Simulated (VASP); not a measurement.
```
CuZn
1.0
    2.90691     0.00000     0.00000
    0.00000     2.90691     0.00000
    0.00000     0.00000     2.90691
Zn Cu
1 1
Cartesian
  1.45346   1.45346   1.45346
  0.00000   0.00000   0.00000
```

Level of theory: PBEsol GGA with spin-orbit coupling, VASP's PBE PAW potentials (set 64) (plane waves; VASP). Settings: 400 eV cut-off, 11×11×11 Γ-centred mesh, Gaussian smearing of 0.050 eV, potentials Zn Cu.

Task: Give the energies of bands 15 to 28 at the high-symmetry points, in eV from the Fermi level.

Result: 
| band | Γ | X | M | R |
|---|---|---|---|---|
| 15 | -3.64 | -3.79 | -2.91 | -4.35 |
| 16 | -3.64 | -3.79 | -2.91 | -4.35 |
| 17 | -2.78 | -3.40 | -2.85 | -2.46 |
| 18 | -2.78 | -3.40 | -2.85 | -2.46 |
| 19 | -2.78 | -3.27 | -2.47 | -2.46 |
| 20 | -2.78 | -3.27 | -2.47 | -2.46 |
| 21 | -2.62 | -2.80 | -1.98 | 4.17 |
| 22 | -2.62 | -2.80 | -1.98 | 4.17 |
| 23 | 6.21 | -1.96 | -1.97 | 4.40 |
| 24 | 6.21 | -1.96 | -1.97 | 4.40 |
| 25 | 6.49 | 11.98 | 1.99 | 4.52 |
| 26 | 6.49 | 11.98 | 1.99 | 4.52 |
| 27 | 6.49 | 12.19 | 2.31 | 4.52 |
| 28 | 6.49 | 12.19 | 2.31 | 4.52 |

It has no gap at this level: it comes out as a metal or semimetal.

The compound is CuZn in the CsCl type structure. It was relaxed first.
